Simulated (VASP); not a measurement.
# BaMn2Bi2: input slips in a magnetic run and what they do, part 2 of 2

Some runs on the magnet BaMn2Bi2 get a fault in the input on purpose. Which of them show, and how? The starting structure is a cell with measured lattice constants from the literature and the atomic positions of a computed structure of the Materials Project. The reference starts from antiferromagnetic moments, in one pattern that fits into this cell.

VASP 6.6.1.

Results so far: reference 3.86 μB on Mn; spin polarisation switched off 0.00 μB on Mn.

## 5. Run with a list of starting moments that is one short

Level of this step: PBEsol, spin-polarised from a ferromagnetic start; plane waves and PAW (Bi_d, Ba_sv, Mn_pv) (VASP).

A slip made on purpose: a list of starting moments that is one short. Against step 2 the input has MAGMOM = 1 1 1 1 (also changed: NELM).

Input file INCAR:

```
SYSTEM = BaMn2Bi2
PREC = Accurate
ENCUT = 400
EDIFF = 1E-07
NELM = 60
ISMEAR = 1
SIGMA = 0.15
LREAL = .FALSE.
ALGO = Normal
GGA = PS
NBANDS = 43
ISPIN = 2
MAGMOM = 1 1 1 1
LASPH = .TRUE.
LMAXMIX = 4
LORBIT = 11
LWAVE = .FALSE.
LCHARG = .FALSE.
KPAR = 8
```

Input file POSCAR:

```
BaMn2Bi2
1.0
    0.0000000000     -4.4902000000      0.0000000000
   -4.4902000000      0.0000000000      0.0000000000
    2.2451000000     -2.2451000000     -7.3435000000
Bi Ba Mn
2 1 2
Direct
    0.6332120000      0.3667880000      0.7335760000
    0.3667880000      0.6332120000      0.2664240000
    0.0000000000      0.0000000000      0.0000000000
    0.7500000000      0.7500000000      0.5000000000
    0.2500000000      0.2500000000      0.5000000000
```

Input file KPOINTS:

```
Automatic mesh
0
Gamma
8 8 8
0 0 0
```

The projector-augmented-wave data sets are Bi_d, Ba_sv and Mn_pv (PBE family, release 64).

Run with:

```bash
$ mpirun -np 8 vasp_std
```

Log:

```text
running    8 mpi-ranks, on    1 nodes
[...]
-----------------------------------------------------------------------------
|                                                                             |
|     EEEEEEE  RRRRRR   RRRRRR   OOOOOOO  RRRRRR      ###     ###     ###     |
|     E        R     R  R     R  O     O  R     R     ###     ###     ###     |
|     E        R     R  R     R  O     O  R     R     ###     ###     ###     |
|     EEEEE    RRRRRR   RRRRRR   O     O  RRRRRR       #       #       #      |
|     E        R   R    R   R    O     O  R   R                               |
|     E        R    R   R    R   O     O  R    R      ###     ###     ###     |
|     EEEEEEE  R     R  R     R  OOOOOOO  R     R     ###     ###     ###     |
|                                                                             |
|     ERROR: You have set 4 value(s) for MAGMOM; however for                  |
|     spin-polarized calculations (ISPIN=2), MAGMOM has to be a list of       |
|     NIONS values. NIONS=5 in your calculation.                              |
|                                                                             |
|       ---->  I REFUSE TO CONTINUE WITH THIS SICK JOB ... BYE!!! <----       |
|                                                                             |
 -----------------------------------------------------------------------------

1
1
1
1
1
1
1
1
```

Wall time 5.8 s (8 MPI ranks of Intel Xeon Platinum 8488C (Sapphire Rapids), shared host).

VASP stopped with this message: “ERROR: You have set 4 value(s) for MAGMOM; however for spin-polarized calculations (ISPIN=2), MAGMOM has to be a list of NIONS values. NIONS=5 in your calculation”.

## 6. Run with starting moments of zero

A slip made on purpose: starting moments of zero. Against step 2 the input has MAGMOM = 0 0 0 0 0 (also changed: NELM).

Changes to INCAR since step 5:

```diff
@@ -12,3 +12,3 @@
 ISPIN = 2
-MAGMOM = 1 1 1 1
+MAGMOM = 0 0 0 0 0
 LASPH = .TRUE.
```

POSCAR is that of step 5.

KPOINTS is that of step 5.

Run with:

```bash
$ mpirun -np 8 vasp_std
```

Log:

```text
[... set-up lines as in an earlier step ...]
 entering main loop
       N       E                     dE             d eps       ncg     rms          rms(c)
DAV:   1     0.717183392001E+03    0.71718E+03   -0.30656E+04 10316   0.147E+03
DAV:   2     0.449923460790E+02   -0.67219E+03   -0.64965E+03 10250   0.455E+02
DAV:   3    -0.276832234249E+02   -0.72676E+02   -0.69542E+02 11893   0.165E+02
DAV:   4    -0.314604052423E+02   -0.37772E+01   -0.36801E+01 13395   0.375E+01
[...]
DAV:  18    -0.276846484688E+02   -0.13705E-03   -0.29742E-05 12132   0.396E-02    0.170E-02
DAV:  19    -0.276846514200E+02   -0.29512E-05   -0.18283E-06 11359   0.691E-03    0.804E-03
DAV:  20    -0.276846514599E+02   -0.39912E-07   -0.91455E-07 10929   0.425E-03
   1 F= -.27684651E+02 E0= -.27679811E+02  d E =-.145203E-01  mag=    -0.0001
```

The job ended after 2.5 min (8 MPI ranks; peak memory 4.2 GiB).

From OUTCAR (step 6):

```text
  Total      -10.3325509    -10.3325509     -9.4674706      0.0000000     -0.0000000      0.0000000
  in kB     -111.8107767   -111.8107767   -102.4495555      0.0000000     -0.0000000      0.0000000
  external PRESSURE =    -108.6903696 kB  Pullay stress =       0.0000000 kB

 POSITION                                       TOTAL-FORCE (eV/Angst)
 -----------------------------------------------------------------------------------
      0.00000     -4.49020     -5.38702         0.000000     -0.000000      1.667172
     -2.24510     -2.24510     -1.95648        -0.000000      0.000000     -1.667172
      0.00000      0.00000      0.00000        -0.000000     -0.000000     -0.000000
     -2.24510     -4.49020     -3.67175         0.000000     -0.000000     -0.000000
      0.00000     -2.24510     -3.67175        -0.000000      0.000000     -0.000000
 -----------------------------------------------------------------------------------
    total drift:                                0.000000     -0.000000     -0.000000

  FREE ENERGIE OF THE ION-ELECTRON SYSTEM (eV)
  ---------------------------------------------------
  free  energy   TOTEN  =       -27.6846514599 eV

  energy  without entropy=      -27.6701311588  energy(sigma->0) =      -27.67981136

 magnetization (x)
# of ion       s       p       d       tot
------------------------------------------
    1        0.000  -0.000   0.000   0.000
    2        0.000  -0.000   0.000   0.000
    3       -0.000   0.000   0.000   0.000
    4       -0.000  -0.000  -0.000  -0.000
    5       -0.000  -0.000  -0.000  -0.000
--------------------------------------------------
tot         -0.000  -0.000  -0.000  -0.000

[... 2 parts as in an earlier step ...]

[... 1 further part left out ...]
[key lines of the parts left out:]
E-fermi :   5.0103
```

Starting moments of zero: the moments inside the Mn spheres have a mean size of 0.00 μB, and the cell carries 0.00 μB, with no gap.

## 7. Run with a smearing far too wide

A slip made on purpose: a smearing far too wide. Against step 2 the input has ISMEAR = -1 and SIGMA = 0.8 (also changed: NELM).

Changes to INCAR since step 6:

```diff
@@ -5,4 +5,4 @@
 NELM = 60
-ISMEAR = 1
-SIGMA = 0.15
+ISMEAR = -1
+SIGMA = 0.8
 LREAL = .FALSE.
@@ -12,3 +12,3 @@
 ISPIN = 2
-MAGMOM = 0 0 0 0 0
+MAGMOM = 0 0 0 4.8 -4.8
 LASPH = .TRUE.
```

POSCAR is that of step 6.

KPOINTS is that of step 6.

Run with:

```bash
$ mpirun -np 8 vasp_std
```

Log:

```text
[... set-up lines as in an earlier step ...]
 entering main loop
       N       E                     dE             d eps       ncg     rms          rms(c)
DAV:   1     0.719522222241E+03    0.71952E+03   -0.30640E+04 10327   0.147E+03
DAV:   2     0.408973836854E+02   -0.67862E+03   -0.65766E+03 10285   0.459E+02
DAV:   3    -0.331393057704E+02   -0.74037E+02   -0.71438E+02 11742   0.167E+02
DAV:   4    -0.370715287084E+02   -0.39322E+01   -0.38184E+01 13535   0.379E+01
[...]
DAV:  37    -0.353848833611E+02   -0.11908E-06   -0.11850E-06  5542   0.342E-05    0.232E-05
DAV:  38    -0.353848834646E+02   -0.10347E-06   -0.10316E-06  5539   0.263E-05    0.279E-05
DAV:  39    -0.353848835557E+02   -0.91073E-07   -0.90987E-07  5515   0.353E-05
 -----------------------------------------------------------------------------
|                                                                             |
|           W    W    AA    RRRRR   N    N  II  N    N   GGGG   !!!           |
|           W    W   A  A   R    R  NN   N  II  NN   N  G    G  !!!           |
|           W    W  A    A  R    R  N N  N  II  N N  N  G       !!!           |
|           W WW W  AAAAAA  RRRRR   N  N N  II  N  N N  G  GGG   !            |
|           WW  WW  A    A  R   R   N   NN  II  N   NN  G    G                |
|           W    W  A    A  R    R  N    N  II  N    N   GGGG   !!!           |
|                                                                             |
|     Your highest band is occupied at some k-points! Unless you are          |
|     performing a calculation for an insulator or semiconductor, without     |
|     unoccupied bands, you have included TOO FEW BANDS!! Please increase     |
|     the parameter NBANDS in file INCAR to ensure that the highest band      |
|     is unoccupied at all k-points. It is always recommended to include      |
|     a few unoccupied bands to accelerate the convergence of                 |
|     molecular-dynamics runs (even for insulators or semiconductors),        |
|     since the presence of unoccupied bands improves wavefunction            |
|     prediction and helps to suppress 'band-crossings'.                      |
|                                                                             |
 -----------------------------------------------------------------------------

   1 F= -.35384884E+02 E0= -.29289046E+02  d E =-.121917E+02  mag=     0.0000
```

Wall time 4.3 min (8 MPI ranks); peak memory 4.2 GiB.

From OUTCAR (step 7):

```text
  Total       -3.7904723     -3.7904723     -3.7796878      0.0000000      0.0000000      0.0000000
  in kB      -41.0175242    -41.0175242    -40.9008226      0.0000000      0.0000000      0.0000000
  external PRESSURE =     -40.9786236 kB  Pullay stress =       0.0000000 kB

 POSITION                                       TOTAL-FORCE (eV/Angst)
 -----------------------------------------------------------------------------------
      0.00000     -4.49020     -5.38702         0.000000     -0.000000      0.504747
     -2.24510     -2.24510     -1.95648        -0.000000      0.000000     -0.504747
      0.00000      0.00000      0.00000        -0.000000      0.000000      0.000000
     -2.24510     -4.49020     -3.67175        -0.000000     -0.000000      0.000000
      0.00000     -2.24510     -3.67175         0.000000      0.000000      0.000000
 -----------------------------------------------------------------------------------
    total drift:                                0.000000     -0.000000     -0.000000

  FREE ENERGIE OF THE ION-ELECTRON SYSTEM (eV)
  ---------------------------------------------------
  free  energy   TOTEN  =       -35.3848835557 eV

  energy  without entropy=      -23.1932085219  energy(sigma->0) =      -29.28904604

 magnetization (x)
# of ion       s       p       d       tot
------------------------------------------
    1        0.000   0.000   0.000   0.000
    2        0.000   0.000   0.000   0.000
    3        0.000   0.000   0.000   0.000
    4        0.013   0.010   1.066   1.088
    5       -0.013  -0.010  -1.066  -1.088
--------------------------------------------------
tot          0.000   0.000   0.000   0.000

[... 2 parts as in an earlier step ...]

[... 1 further part left out ...]
[key lines of the parts left out:]
E-fermi :   5.0567
```

A smearing far too wide: the moments inside the Mn spheres have a mean size of 1.09 μB, and the cell carries 0.00 μB, with no gap.

## 8. The runs compared

| run | ended | mean size of the moment on Mn (μB) | cell (μB) | gap on the mesh (eV) | core minutes |
| --- | --- | --- | --- | --- | --- |
| reference | converged | 3.86 | 0.0 | 0.16 | 19.7 |
| too few electronic steps | not converged | - | - | - | 5.6 |
| spin polarisation switched off | converged | 0.0 | - | none | 9.2 |
| a list of starting moments that is one short | stopped by VASP | - | - | - | 0.773 |
| starting moments of zero | converged | 0.0 | 0.0 | none | 20.1 |
| a smearing far too wide | converged | 1.09 | 0.0 | none | 34.1 |

Core minutes are wall time times ranks of the run shown, on a shared host.

## 9. Summary of results

- mean size of the moment on Mn, reference: 3.86 μB
- mean size of the moment on Mn, spin polarisation switched off: 0.00 μB
- mean size of the moment on Mn, starting moments of zero: 0.00 μB
- mean size of the moment on Mn, a smearing far too wide: 1.09 μB
- run with too few electronic steps: not converged
- run with a list of starting moments that is one short: stopped by VASP

What this shows: VASP stopped by itself in the run with a list of starting moments that is one short. The run with too few electronic steps didn't converge. Finished, but with signs in the output that stand out against the reference: spin polarisation switched off, with the Mn moment changed from 3.86 to 0.00 μB and the energy by +618 meV an atom (signs: no moments, where the reference has up to 3.86 μB, a stress of up to 11.2 GPa and forces of up to 1.67 eV/Å); starting moments of zero, with the Mn moment changed from 3.86 to 0.00 μB and the energy by +618 meV an atom (signs: no moments, where the reference has up to 3.86 μB, a stress of up to 11.2 GPa and forces of up to 1.67 eV/Å); a smearing far too wide, with the Mn moment changed from 3.86 to 1.09 μB (signs: a warning that the highest band is occupied, a largest site moment of 1.09 μB against 3.86 μB, a stress that differs by up to 1.1 GPa, a large entropy term in the energy and forces of up to 0.50 eV/Å). Further runs on this material are not shown.

[Lines on the potential files, build, host, timing and source positions are cut from VASP's logs without a mark.]

[Logs are printed without paths, hosts, clocks, repeated set-up lines and the standing remarks that a program may print on its own settings, such as how far it seeks lower states.]

[Hosts, paths, dates, database ids (printed as entryN), source tags and the programs' standing remarks are cut or masked in the printed files.]
